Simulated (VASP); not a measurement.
Here is a VASP 6.6.1 calculation.

The input INCAR:

```
SYSTEM = Ni
  ALGO = Fast
  EDIFF = 1E-7
  ENCUT = 520
  GGA = CA
  ISIF = 2
  ISMEAR = 0
  ISPIN = 2
  LASPH = .TRUE.
  LCHARG = .FALSE.
  LMAXMIX = 4
  LORBIT = 11
  LREAL = .FALSE.
  LWAVE = .FALSE.
  MAGMOM = 0.8
  NELM = 100
  PREC = Accurate
  SIGMA = 0.1
```

KPOINTS

```
k-points
0
G
  20 20 20
  0 0 0
```

POSCAR

```
Ni                                      
1.0
    0.0000000000      1.7615981945      1.7615981945
    1.7615981945      0.0000000000      1.7615981945
    1.7615981945      1.7615981945      0.0000000000
  Ni            
     1
Direct
     0.0000000000000000    0.0000000000000000    0.0000000000000000
```

Potentials or basis: VASP PAW LDA potentials, release 64 (Ni).

Launch:

```sh
$ cat potpaw_LDA.64/Ni/POTCAR > POTCAR
$ mpirun -np 1 vasp_std > vasp.out
```

Problem. What does it give for the net moment?

Solution. 0.61 μB per cell.

Problem. Estimate the pressure.

Solution. -17.6 GPa.

Caveat: so large a pressure means that the cell lies far from this level's equilibrium, or that cutoff or potentials fall short.
